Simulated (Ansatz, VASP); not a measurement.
# ThTi2O6 (ThTi2O6 (C2/m)) in two plane-wave programs

Aim: how closely do two programs agree when they are given the same cell, functional and k mesh? The structure shown is the start of the Ansatz relaxation below; VASP solves that cell, so the two are compared at the walk's first step.

Method: plane waves, with VASP 6.6.1 beside it; single point at r2SCAN, in Ansatz 0.2.0.

## 1. Set-up

The cell holds 72 atoms: 8 Th, 16 Ti and 48 O. Cell: a = 9.822 Å, b = 7.648 Å, c = 14.072 Å, α = 90.0°, β = 118.8°, γ = 90.0°. It derives from ThTi2O6 (C2/m), repeated 1×2×2. As first built, before any earlier steps moved the atoms (in the runner's words): ThTi2O6, space group C2/m, measured structure (Crystallography Open Database), 1 x 2 x 2 conventional cells; every coordinate displaced by a Gaussian of 0.02 A.

## 2. Ansatz: relaxation, r2SCAN

Ansatz runs on its default PAW (the set named soft_2) files.

The two programs are compared at the cell with which this relaxation starts, whose forces are those of its first step.

input.yaml reads:

```yaml
crystal:
  lattice:
    - [9.822, 0.0, 0.0]
    - [0.0, 7.648, 0.0]
    - [-6.78784, 0.0, 12.32665]
  atoms:
    - { symbol: Th, position: [0.99931, 0.00106, 0.99998] }
    - { symbol: Th, position: [0.49982, 0.25036, 0.00113] }
    - { symbol: Ti, position: [0.81807, 0.00042, 0.19456] }
    - { symbol: Ti, position: [0.17416, 0.00078, 0.30264] }
    - { symbol: Ti, position: [0.3213, 0.24901, 0.19379] }
    - { symbol: Ti, position: [0.67748, 0.25011, 0.30226] }
    - { symbol: O, position: [0.79685, 0.24912, 0.20401] }
    - { symbol: O, position: [0.2023, 0.24769, 0.29505] }
    - { symbol: O, position: [0.30454, 0.00217, 0.20637] }
    - { symbol: O, position: [0.7007, 0.00078, 0.29388] }
    - { symbol: O, position: [0.97324, 0.99493, 0.15606] }
    - { symbol: O, position: [0.02387, 0.00099, 0.34052] }
    - { symbol: O, position: [0.47672, 0.24949, 0.15706] }
    - { symbol: O, position: [0.5249, 0.25048, 0.34124] }
    - { symbol: O, position: [0.66227, 0.00066, 0.05921] }
    - { symbol: O, position: [0.34002, 0.99874, 0.44093] }
    - { symbol: O, position: [0.16368, 0.24949, 0.05727] }
    - { symbol: O, position: [0.83582, 0.24605, 0.43975] }
    - { symbol: Th, position: [0.00021, 0.99632, 0.5006] }
    - { symbol: Th, position: [0.50299, 0.2521, 0.49747] }
    - { symbol: Ti, position: [0.81399, 0.00062, 0.69369] }
    - { symbol: Ti, position: [0.17976, 0.00181, 0.80346] }
    - { symbol: Ti, position: [0.3197, 0.25092, 0.69746] }
    - { symbol: Ti, position: [0.67717, 0.25095, 0.80348] }
    - { symbol: O, position: [0.79393, 0.2499, 0.70429] }
    - { symbol: O, position: [0.19943, 0.25019, 0.79105] }
    - { symbol: O, position: [0.29501, 0.99501, 0.7039] }
    - { symbol: O, position: [0.70252, 0.99865, 0.79248] }
    - { symbol: O, position: [0.97343, 0.99968, 0.65845] }
    - { symbol: O, position: [0.02354, 0.99776, 0.84112] }
    - { symbol: O, position: [0.47258, 0.25051, 0.65766] }
    - { symbol: O, position: [0.52356, 0.25195, 0.84252] }
    - { symbol: O, position: [0.65599, 0.99763, 0.5557] }
    - { symbol: O, position: [0.34162, 0.99779, 0.94279] }
    - { symbol: O, position: [0.16403, 0.25041, 0.55941] }
    - { symbol: O, position: [0.8413, 0.25311, 0.94232] }
    - { symbol: Th, position: [0.00017, 0.49921, 0.99999] }
    - { symbol: Th, position: [0.49965, 0.75308, 0.00169] }
    - { symbol: Ti, position: [0.82354, 0.49801, 0.1972] }
    - { symbol: Ti, position: [0.17906, 0.49908, 0.30373] }
    - { symbol: Ti, position: [0.32363, 0.7483, 0.19611] }
    - { symbol: Ti, position: [0.67862, 0.74661, 0.30482] }
    - { symbol: O, position: [0.79455, 0.75167, 0.20692] }
    - { symbol: O, position: [0.19947, 0.74878, 0.2942] }
    - { symbol: O, position: [0.2993, 0.50006, 0.2075] }
    - { symbol: O, position: [0.70201, 0.49761, 0.29315] }
    - { symbol: O, position: [0.97397, 0.50297, 0.15639] }
    - { symbol: O, position: [0.03024, 0.50762, 0.34456] }
    - { symbol: O, position: [0.4777, 0.74629, 0.15873] }
    - { symbol: O, position: [0.52441, 0.7523, 0.34329] }
    - { symbol: O, position: [0.66203, 0.49514, 0.05721] }
    - { symbol: O, position: [0.34385, 0.50311, 0.44303] }
    - { symbol: O, position: [0.15882, 0.75085, 0.05734] }
    - { symbol: O, position: [0.83853, 0.74993, 0.44072] }
    - { symbol: Th, position: [0.99551, 0.49374, 0.4976] }
    - { symbol: Th, position: [0.50066, 0.752, 0.50162] }
    - { symbol: Ti, position: [0.82134, 0.49335, 0.69822] }
    - { symbol: Ti, position: [0.17831, 0.50195, 0.80246] }
    - { symbol: Ti, position: [0.32083, 0.75121, 0.69677] }
    - { symbol: Ti, position: [0.67807, 0.74938, 0.79858] }
    - { symbol: O, position: [0.79629, 0.75367, 0.70397] }
    - { symbol: O, position: [0.20159, 0.7502, 0.79714] }
    - { symbol: O, position: [0.29531, 0.50055, 0.70573] }
    - { symbol: O, position: [0.70366, 0.50487, 0.7957] }
    - { symbol: O, position: [0.97276, 0.50194, 0.65673] }
    - { symbol: O, position: [0.02637, 0.50178, 0.84429] }
    - { symbol: O, position: [0.47617, 0.74781, 0.65692] }
    - { symbol: O, position: [0.52678, 0.75042, 0.84117] }
    - { symbol: O, position: [0.66256, 0.50428, 0.56046] }
    - { symbol: O, position: [0.33738, 0.50058, 0.94235] }
    - { symbol: O, position: [0.16086, 0.7517, 0.55864] }
    - { symbol: O, position: [0.83968, 0.7531, 0.94316] }
kpoints:
  mp_grid: { grid: [1, 1, 1] }
hamiltonian:
  xc: r2scan
scf:
  occupations: { method: fixed }
output:
  forces: true
relax:
  f_tol: 0.05
  max_steps: 150
  cell: {}
```

Run with:

```bash
$ ansatz run input.yaml --threads 4 --pin off --max-ram 8192MiB --backend cpu --events-out ev --progress --plain --runs-dir out
```

Numbers of over 12 decimals in the logs are rounded to 6 here.

What it wrote:

```text
Engine: ansatz 0.2.0, aarch64-unknown-linux-gnu
Pseudopotentials: kind: paw
Pseudopotential: Th, paw, valence charge 12, recommended cutoff 500 eV (meta_gga), Th.paw.azcp
Pseudopotential: Ti, paw, valence charge 12, recommended cutoff 500 eV (meta_gga), Ti.paw.azcp
Pseudopotential: O, paw, valence charge 6, recommended cutoff 500 eV (meta_gga), O.paw.azcp
Functional definition: r2SCAN
  parameter k0 = 0.174
  parameter k1 = 0.065
  parameter a1 = 4.9479
  exchange = r2scan_x(k0 = k0, k1 = k1, a1 = a1)
  correlation = r2scan_c
Crystal: 72 atoms, lattice volume = 925.961 Å³
Basis set: ecut = 500 eV, 23485 PW (Γ), exchange–correlation on 288×240×432 points (64 copies of the dense FFT grid, shifted against one another)
Bands: 360, of which v1, the nominal top of the filled ones, is band 288 counted from 1 (287 counted from 0)
Symmetry: 1 space group operations
Space group: P1 (ITA 1), of the structure as read, at distance tolerance 9.7e-5 Å
k-points: 1
Non-local potential: Th, projectors of the file, l = 0: 3, l = 1: 2, l = 2: 2, l = 3: 3
Non-local potential: Ti, projectors of the file, l = 0: 3, l = 1: 2, l = 2: 3, l = 3: 1
Non-local potential: O, projectors of the file, l = 0: 2, l = 1: 2, l = 2: 1
PAW form: soft (Blöchl's): semilocal exchange-correlation on the pseudo side does not see the compensation charge
PAW frozen core: Th, regenerated for the run's functional (the file was generated under x = pbe(κ = 0.804, μ = 0.219515), c = pbe(β = 0.066725))
PAW frozen core: Ti, regenerated for the run's functional (the file was generated under x = pbe(κ = 0.804, μ = 0.219515), c = pbe(β = 0.066725))
PAW frozen core: O, regenerated for the run's functional (the file was generated under x = pbe(κ = 0.804, μ = 0.219515), c = pbe(β = 0.066725))
PAW one-centre angular grid: Th, 974 points (default); XC on 160 Gauss nodes
PAW one-centre angular grid: Ti, 590 points (default); XC on 160 Gauss nodes
PAW one-centre angular grid: O, 302 points (default); XC on 160 Gauss nodes
Initial density: superposition of atomic densities (neutral atoms: chi_scale 0, normalization atom), corrected by the library's trained network
Initial wavefunctions: pseudopotential atomic-orbital guess
Functional: x = r2scan, c = r2scan; τ floored in thin density (d = 2e-4 eV/Å³)
SCF iter   1: F=—  HF=-173449.457185 eV  |F-HF|=—  |Δ(HF+E_count)|=         —  Δρ=2.10e-2  dr2=4.96e0  dr2_τ=4.44e0  ethr=1.77e-3  ⟨swp⟩=3.0  Hψ=1164  notcnv=0  defer=65
preconditioner: auto → Resta (q_TF=auto, 2.521 Å⁻¹)  ε∞=5.3  [insulator: Δε(μ)=3.981 eV  Ē_g=12.278 eV  n_scr=236 (ndim 8)  ℏωp=25.4 eV  f_vac=0.075  ε∞_Penn≈5.3]
SCF iter   2: F=—  HF=-173450.420998 eV  |F-HF|=—  |Δ(HF+E_count)|=   9.64e-1  Δρ=9.96e-3  dr2=5.42e-1  dr2_τ=2.45e-1  ethr=8.60e-4  ⟨swp⟩=3.0  Hψ=679  notcnv=0  defer=65
SCF iter   3: F=—  HF=-173450.355013 eV  |F-HF|=—  |Δ(HF+E_count)|=   6.60e-2  Δρ=3.77e-3  dr2=1.01e-1  dr2_τ=7.03e-3  ethr=9.41e-5  ⟨swp⟩=2.0  Hψ=444  notcnv=0  defer=67
SCF iter   4: F=—  HF=-173450.346016 eV  |F-HF|=—  |Δ(HF+E_count)|=   9.00e-3  Δρ=1.11e-3  dr2=8.04e-3  dr2_τ=1.34e-3  ethr=1.75e-5  ⟨swp⟩=2.0  Hψ=570  notcnv=0  defer=69
SCF iter   5: F=—  HF=-173450.345708 eV  |F-HF|=—  |Δ(HF+E_count)|=   3.08e-4  Δρ=3.59e-4  dr2=1.20e-3  dr2_τ=1.57e-4  ethr=1.40e-6  ⟨swp⟩=2.0  Hψ=497  notcnv=0  defer=70
SCF iter   6: F=—  HF=-173450.345761 eV  |F-HF|=—  |Δ(HF+E_count)|=   5.33e-5  Δρ=1.55e-4  dr2=2.85e-4  dr2_τ=2.56e-5  ethr=2.08e-7  ⟨swp⟩=2.0  Hψ=498  notcnv=0  defer=70
SCF iter   7: F=—  HF=-173450.345737 eV  |F-HF|=—  |Δ(HF+E_count)|=   2.42e-5  Δρ=6.29e-5  dr2=5.00e-5  dr2_τ=3.40e-6  ethr=4.95e-8  ⟨swp⟩=2.0  Hψ=439  notcnv=0  defer=65
SCF iter   8: F=—  HF=-173450.346285 eV  |F-HF|=—  |Δ(HF+E_count)|=   5.49e-4  Δρ=3.66e-5  dr2=1.33e-5  dr2_τ=1.58e-6  ethr=8.68e-9  ⟨swp⟩=2.0  Hψ=573  notcnv=0  defer=65
SCF iter   9: F=—  HF=-173450.346284 eV  |F-HF|=—  |Δ(HF+E_count)|=   9.05e-7  Δρ=1.16e-5  dr2=1.35e-6  dr2_τ=6.91e-8  ethr=2.31e-9  ⟨swp⟩=2.0  Hψ=488  notcnv=0  defer=65
SCF iter  10: F=—  HF=-173450.346285 eV  |F-HF|=—  |Δ(HF+E_count)|=   3.60e-7  Δρ=4.07e-6  dr2=1.47e-7  dr2_τ=1.62e-8  ethr=2.35e-10  ⟨swp⟩=2.0  Hψ=493  notcnv=0  defer=65
SCF iter  11: F=-173450.346285 eV  HF=-173450.346285 eV  |F-HF|=6.97e-8  |Δ(HF+E_count)|=   2.73e-8  Δρ=3.09e-6  dr2=8.80e-8  dr2_τ=1.05e-8  ethr=1.74e-11  ⟨swp⟩=4.0  Hψ=1110  notcnv=0
SCF 1 converged in 11 iterations: F = -173450.346285 eV  dr2 = 8.80e-8
  greatest PAW one-centre occupation: 1.000 electrons in one spin orbital (limit 2), on the Ti atom at site 5 (counted from 0), in its partial waves of l = 1
relax step   1: F+E_penalty+E_count = -173450.34628471 eV  Δ(F+E_penalty+E_count) = +0.000e0 eV  max|allowed force component| = 2.410e0 eV/Å  Δτ_max = 0.0000 Å  P = +1.385 GPa  Ω = 925.961 Å³  (11 SCF iters, dr2 threshold 1.00e-7 eV, accepted)
[...]
atom  32  O     -0.00079283     0.00057259     0.00188718
  atom  33  O      0.00254681    -0.00019421     0.00257922
  atom  34  O     -0.00100870     0.00037630    -0.00017980
  atom  35  O      0.00225729    -0.00067257     0.00262359
  atom  36  O     -0.00087224     0.00069797    -0.00034901
  atom  37  Th    -0.00006898    -0.00080092     0.00015959
  atom  38  Th     0.00064854    -0.00042755     0.00154811
  atom  39  Ti    -0.00242204     0.00058143     0.00283632
  atom  40  Ti     0.00060165    -0.00067404     0.00324248
  atom  41  Ti    -0.00234905     0.00053880     0.00261133
  atom  42  Ti     0.00133776     0.00002495     0.00125243
  atom  43  O      0.00007332     0.00097894    -0.00120558
  atom  44  O      0.00082177    -0.00125781     0.00113979
  atom  45  O     -0.00006016     0.00029081    -0.00127936
  atom  46  O      0.00054128    -0.00096737     0.00116574
  atom  47  O      0.00144470     0.00012549    -0.00237841
  atom  48  O     -0.00079257     0.00059382    -0.00068332
  atom  49  O      0.00158841     0.00039538    -0.00233913
  atom  50  O     -0.00101025    -0.00009814    -0.00047772
  atom  51  O      0.00064471     0.00001588    -0.00055156
  atom  52  O     -0.00068217     0.00041101    -0.00242329
  atom  53  O      0.00043169    -0.00116348    -0.00066104
  atom  54  O     -0.00078580     0.00110859    -0.00116294
  atom  55  Th    -0.00069836    -0.00101483    -0.00144132
[...]
atom  65  O      0.00012514     0.00006148     0.00119453
  atom  66  O     -0.00082909     0.00040376     0.00248843
  atom  67  O      0.00002544    -0.00044455     0.00042074
  atom  68  O     -0.00041323     0.00055401     0.00133958
  atom  69  O      0.00169522    -0.00026638     0.00165096
  atom  70  O     -0.00195367     0.00003459    -0.00090697
  atom  71  O      0.00192169    -0.00029161     0.00248401
  atom  72  O     -0.00122980    -0.00009564    -0.00046423
  max |Σ_I F_I| component: 9.80e-5 eV/Å
--- Stress (GPa, compression-positive) ---
       -0.004267       0.006667       0.001846
        0.006667       0.000490       0.001439
        0.001846       0.001439      -0.003702
  P = ⅓ Tr σ = -0.0025 GPa (-0.025 kbar)
--- Relaxed structure (6 steps of the walk, 6 accepted, 1 SCFs on fresh bases) ---
  F+E_penalty+E_count = -173454.72434158 eV   max|allowed force component| = 3.244e-3 eV/Å   (the final SCF, on the basis selected at the relaxed cell)
  cell:  # Å, volume = 926.4627 Å³
    - [9.936876, -0.000666629, -0.045693]
    - [-0.000519077, 7.576477, 8.56009832555951e-5]
    - [-6.924573, 0.000598664, 12.337668]
  atoms:
    - { symbol: Th, position: [0.999672, 3.9284330804051454e-5, 0.999727] }
    - { symbol: Th, position: [0.499814, 0.249995, -0.000204861] }
    - { symbol: Ti, position: [0.824926, -3.639792464526085e-5, 0.196147] }
    - { symbol: Ti, position: [0.174463, 5.6437511758139116e-5, 0.303324] }
    - { symbol: Ti, position: [0.324924, 0.250022, 0.196140] }
    - { symbol: Ti, position: [0.674481, 0.249980, 0.303348] }
    - { symbol: O, position: [0.777016, 0.249990, 0.201691] }
    - { symbol: O, position: [0.222307, 0.250042, 0.297719] }
    - { symbol: O, position: [0.277100, 4.065416034920723e-5, 0.201759] }
    - { symbol: O, position: [0.722301, -1.1443078209465397e-5, 0.297714] }
    - { symbol: O, position: [0.976845, 1.000003, 0.155993] }
    - { symbol: O, position: [0.022587, 3.4996356645861506e-5, 0.343508] }
    - { symbol: O, position: [0.476824, 0.250007, 0.155989] }
    - { symbol: O, position: [0.522598, 0.250023, 0.343519] }
    - { symbol: O, position: [0.656975, -4.0836145139059015e-5, 0.053937] }
    - { symbol: O, position: [0.342473, 1.000058, 0.445538] }
    - { symbol: O, position: [0.156920, 0.250047, 0.053950] }
    - { symbol: O, position: [0.842511, 0.249953, 0.445542] }
    - { symbol: Th, position: [-0.000219855, 0.999983, 0.499772] }
    - { symbol: Th, position: [0.499734, 0.250040, 0.499759] }
    - { symbol: Ti, position: [0.824948, 1.8716102199642224e-5, 0.696150] }
    - { symbol: Ti, position: [0.174493, -1.0643932290676614e-5, 0.803349] }
    - { symbol: Ti, position: [0.324953, 0.250008, 0.696166] }
    - { symbol: Ti, position: [0.674484, 0.250016, 0.803344] }
    - { symbol: O, position: [0.777112, 0.250036, 0.701753] }
    - { symbol: O, position: [0.222285, 0.249990, 0.797702] }
    - { symbol: O, position: [0.277057, 0.999988, 0.701721] }
    - { symbol: O, position: [0.722348, 1.000041, 0.797751] }
    - { symbol: O, position: [0.976833, 0.999975, 0.655979] }
    - { symbol: O, position: [0.022606, 1.000004, 0.843511] }
    - { symbol: O, position: [0.476842, 0.250046, 0.655990] }
    - { symbol: O, position: [0.522580, 0.249942, 0.843507] }
    - { symbol: O, position: [0.656901, 1.000016, 0.553963] }
    - { symbol: O, position: [0.342518, 1.000029, 0.945537] }
    - { symbol: O, position: [0.156944, 0.250026, 0.553954] }
    - { symbol: O, position: [0.842477, 0.250036, 0.945549] }
    - { symbol: Th, position: [-0.00027525, 0.500048, 0.999751] }
    - { symbol: Th, position: [0.499662, 0.749997, -0.000287048] }
    - { symbol: Ti, position: [0.824935, 0.499992, 0.196147] }
    - { symbol: Ti, position: [0.174473, 0.500033, 0.303320] }
    - { symbol: Ti, position: [0.324947, 0.750036, 0.196143] }
    - { symbol: Ti, position: [0.674493, 0.749985, 0.303342] }
[...]
- { symbol: Th, position: [0.999736, 0.499992, 0.499749] }
    - { symbol: Th, position: [0.499634, 0.750034, 0.499715] }
    - { symbol: Ti, position: [0.824951, 0.500038, 0.696153] }
    - { symbol: Ti, position: [0.174496, 0.499956, 0.803351] }
    - { symbol: Ti, position: [0.324965, 0.750004, 0.696170] }
    - { symbol: Ti, position: [0.674498, 0.750013, 0.803333] }
[...]
- { symbol: O, position: [0.976836, 0.500036, 0.655975] }
    - { symbol: O, position: [0.022599, 0.499984, 0.843506] }
    - { symbol: O, position: [0.476850, 0.750068, 0.655986] }
    - { symbol: O, position: [0.522598, 0.749977, 0.843503] }
    - { symbol: O, position: [0.656915, 0.500080, 0.553963] }
    - { symbol: O, position: [0.342521, 0.499934, 0.945540] }
    - { symbol: O, position: [0.156961, 0.749985, 0.553947] }
    - { symbol: O, position: [0.842499, 0.750015, 0.945535] }
```

(Continued in part 2 of 2.)

[Lines on the potential files, build, host, timing and source positions are cut from VASP's logs without a mark.]

[Logs are printed without paths, hosts, clocks, repeated set-up lines and the standing remarks that a program may print on its own settings, such as how far it seeks lower states.]

[Hosts, paths, dates, database ids (printed as entryN), source tags and the programs' standing remarks are cut or masked in the printed files.]
